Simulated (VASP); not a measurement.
Computed with LDA (Ceperley-Alder, Perdew-Zunger), VASP's LDA PAW potentials (set 64) (plane waves; VASP).

VASP ran on this input.

**KPOINTS**
```
kpoints
0
G
  9 9 9
```

### POSCAR
```
ZrS
3.7907770
  0.0000000000   0.7071067488   0.7071067488
  0.7071067488   0.0000000000   0.7071067488
  0.7071067488   0.7071067488   0.0000000000
S Zr
1 1
Cart
  0.0000000000   0.0000000000   0.0000000000
  0.7071067488   0.7071067488   0.7071067488
```

INCAR:
```
# general
SYSTEM =ZrS
PREC   =Accurate
ENCUT  =300
LREAL  =.FALSE.
LASPH  =.TRUE.

# electronic loop
EDIFF  =1E-6
NELM   =100
ALGO   =Normal
LMAXMIX=4

# smearing
ISMEAR =0
SIGMA  =0.1

# ions
ISIF   =2

# output
LWAVE  =.FALSE.
LCHARG =.FALSE.
```

POTCAR, in this order: S Zr_sv (LDA.64 set). Program: vasp_std.

Problem. What will the output report for the number of irreducible k-points (NKPTS), largest plane-wave count, number of space-group operations, FFT grid (NGX, NGY, NGZ)?

Solution. 
```yaml
number of irreducible k-points (NKPTS): 35
largest_plane_wave_count: 469
number_of_space_group_operations: 48
FFT grid (NGX, NGY, NGZ): 24 × 24 × 24
```

The structure was generated: ZrS was put into an ordered model structure, which need not be its known phase. The cell was not relaxed at this level. The run is one of a series of settings (GGA removed, POTCAR S Zr_sv (LDA.64 set) against the base run), some of them coarse on purpose. VASP warned that the highest band is occupied, so more bands are needed.
